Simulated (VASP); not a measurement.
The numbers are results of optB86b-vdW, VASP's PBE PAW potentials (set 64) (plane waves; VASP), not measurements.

VASP ran on this input.

File POSCAR:
```
Ni3Si
1
    3.4868404848     0.0000000000    -0.0000000000
    0.0000000000     3.4868404848    -0.0000000000
    0.0000000000     0.0000000000     3.4868404848
Si Ni
1 3
Direct
  0.0000000000   0.0000000000   0.0000000000
  0.0000000000   0.5000000000   0.5000000000
  0.5000000000   0.0000000000   0.5000000000
  0.5000000000   0.5000000000   0.0000000000
```

INCAR:
```
AGGAC  =  0.0
ALGO  =  Normal
EDIFF  =  1E-6
EDIFFG  =  -0.02
ENCUT  =  520
GGA  =  MK
IBRION  =  2
ISIF  =  3
ISMEAR  =  1
LASPH  =  .TRUE.
LCHARG  =  .FALSE.
LMAXMIX  =  4
LREAL  =  .FALSE.
LUSE_VDW  =  .TRUE.
LWAVE  =  .FALSE.
NELM  =  100
NSW  =  60
PARAM1  =  0.1234
PARAM2  =  1.0
PREC  =  Accurate
SIGMA  =  0.1
SYSTEM  =  Ni3Si
```

File KPOINTS:
```
Automatic
0
Gamma
8 8 8
0 0 0
```

POTCAR, in this order: Si Ni (PBE.64 set). Program: vasp_std.

The run wrote:

**OUTCAR**
```
 ion  position               nearest neighbor table
   1  0.000  0.000  0.000-   2 2.47   3 2.47   4 2.47   2 2.47   3 2.47   2 2.47   4 2.47   2 2.47
                             3 2.47   4 2.47   3 2.47   4 2.47
   2  0.000  0.500  0.500-   1 2.47   3 2.47   4 2.47   1 2.47   4 2.47   1 2.47   3 2.47   1 2.47
                             3 2.47   4 2.47   4 2.47   3 2.47
   3  0.500  0.000  0.500-   1 2.47   2 2.47   4 2.47   1 2.47   4 2.47   2 2.47   4 2.47   4 2.47
                             1 2.47   2 2.47   1 2.47   2 2.47
   4  0.500  0.500  0.000-   1 2.47   2 2.47   3 2.47   2 2.47   3 2.47   1 2.47   3 2.47   3 2.47
                             1 2.47   2 2.47   2 2.47   1 2.47
  LATTYP: Found a simple cubic cell.
 ALAT       =     3.4868404848
 Subroutine PRICEL returns:
 Original cell was already a primitive cell.
 Subroutine GETGRP returns: Found 48 space group operations
The static configuration has the point symmetry O_h .
The dynamic configuration has the point symmetry O_h .
 Subroutine INISYM returns: Found 48 space group operations
 Subroutine IBZKPT returns following result:
 Found     35 irreducible k-points:

 Following reciprocal coordinates:
            Coordinates               Weight
  0.000000  0.000000  0.000000      1.000000
  0.125000  0.000000  0.000000      6.000000
  0.250000  0.000000  0.000000      6.000000
...
```

**OSZICAR**
```
       N       E                     dE             d eps       ncg     rms          rms(c)
DAV:   1     0.209774767877E+03    0.20977E+03   -0.15796E+04  1470   0.216E+03
DAV:   2    -0.693350977020E+01   -0.21671E+03   -0.20908E+03  1470   0.375E+02
DAV:   3    -0.181376715181E+02   -0.11204E+02   -0.10609E+02  1608   0.113E+02
DAV:   4    -0.184218911943E+02   -0.28422E+00   -0.28112E+00  1651   0.161E+01
DAV:   5    -0.184315980307E+02   -0.97068E-02   -0.97032E-02  1762   0.279E+00    0.195E+01
DAV:   6    -0.181371566101E+02    0.29444E+00   -0.52607E+01  1701   0.119E+02    0.162E+01
DAV:   7    -0.149106277868E+02    0.32265E+01   -0.15458E+01  1613   0.658E+01    0.416E+00
DAV:   8    -0.148598825804E+02    0.50745E-01   -0.64492E-01  1538   0.650E+00    0.141E+00
DAV:   9    -0.148438705637E+02    0.16012E-01   -0.31281E-02  2013   0.252E+00    0.524E-01
DAV:  10    -0.148417661945E+02    0.21044E-02   -0.29533E-03  1907   0.436E-01    0.211E-01
DAV:  11    -0.148414436848E+02    0.32251E-03   -0.66446E-04  2226   0.310E-01    0.558E-02
DAV:  12    -0.148414324842E+02    0.11201E-04   -0.10352E-04  1647   0.123E-01    0.144E-02
DAV:  13    -0.148414319611E+02    0.52311E-06   -0.71695E-06  1603   0.194E-02
   1 F= -.14841432E+02 E0= -.14841938E+02  d E =-.148414E+02
```

### OUTCAR
```
------------------------ aborting loop because EDIFF is reached ----------------------------------------
  FORCE on cell =-STRESS in cart. coord.  units (eV):
  Direction    XX          YY          ZZ          XY          YZ          ZX
  --------------------------------------------------------------------------------------
  Total       -0.0094779     -0.0094779     -0.0094779     -0.0000000     -0.0000000      0.0000000
  in kB       -0.3582019     -0.3582019     -0.3582019     -0.0000000     -0.0000000      0.0000000
  external PRESSURE =      -0.3582019 kB  Pullay stress =       0.0000000 kB
  volume of cell :       42.39
      direct lattice vectors                 reciprocal lattice vectors
     3.486840485  0.000000000  0.000000000     0.286792586  0.000000000  0.000000000
     0.000000000  3.486840485  0.000000000     0.000000000  0.286792586  0.000000000
     0.000000000  0.000000000  3.486840485     0.000000000  0.000000000  0.286792586
 POSITION                                       TOTAL-FORCE (eV/Angst)
 -----------------------------------------------------------------------------------
      0.00000      0.00000      0.00000         0.000000      0.000000      0.000000
      0.00000      1.74342      1.74342         0.000000      0.000000      0.000000
      1.74342      0.00000      1.74342         0.000000      0.000000      0.000000
      1.74342      1.74342      0.00000         0.000000      0.000000      0.000000
 -----------------------------------------------------------------------------------
    total drift:                                0.000000      0.000000      0.000000
  FREE ENERGIE OF THE ION-ELECTRON SYSTEM (eV)
  ---------------------------------------------------
  free  energy   TOTEN  =       -14.8414319611 eV

  energy  without entropy=      -14.8429491939  energy(sigma->0) =      -14.84193771

 reached required accuracy - stopping structural energy minimisation
```
(Selected blocks of OUTCAR.)

**OUTCAR**
```
 val. band max:       10.7372794662   @ k =   0.1250   0.1250   0.0000

 cond. band min:      10.8110136663   @ k =   0.5000   0.3750   0.3750


 Fermi energy:        10.7785462469

 k-point     1 :       0.0000    0.0000    0.0000
  band No.  band energies     occupation
      1      -1.2267      2.00000
      2       5.8334      2.00000
      3       6.6638      2.00000
      4       6.6638      2.00000
      5       7.1801      2.00000
      6       7.1801      2.00000
      7       7.1801      2.00000
      8       9.2061      2.00000
      9       9.2061      2.00000
     10       9.2061      2.00000
     11       9.9146      2.00000
     12       9.9146      2.00000
     13       9.9146      2.00000
     14      10.1543      2.00000
     15      10.1543      2.00000
     16      10.4873      2.00030
     17      10.8304      0.24001
     18      10.8304      0.24000
     19      10.8304      0.24000
     20      15.7704      0.00000
     21      17.2362      0.00000

 k-point     2 :       0.1250    0.0000    0.0000
  band No.  band energies     occupation
      1      -1.0419      2.00000
      2       5.8494      2.00000
      3       6.4214      2.00000
      4       6.7944      2.00000
      5       7.1646      2.00000
      6       7.1646      2.00000
      7       7.2338      2.00000
      8       8.9053      2.00000
      9       8.9053      2.00000
     10       9.1471      2.00000
     11       9.4125      2.00000
     12      10.0100      2.00000
     13      10.0100      2.00000
     14      10.1497      2.00000
     15      10.1570      2.00000
     16      10.4107      2.00000
     17      10.8306      0.23789
     18      11.2042     -0.00000
     19      11.2042     -0.00000
     20      16.0975      0.00000
     21      17.1972      0.00000

 k-point     3 :       0.2500    0.0000    0.0000
  band No.  band energies     occupation
      1      -0.5057      2.00000
      2       5.1239      2.00000
      3       6.3831      2.00000
...
```

The compound is Ni3Si in the L1_2 structure. It was relaxed first. The start is the result of an earlier pass. The run is not spin-polarised, so no magnetic state was tried.
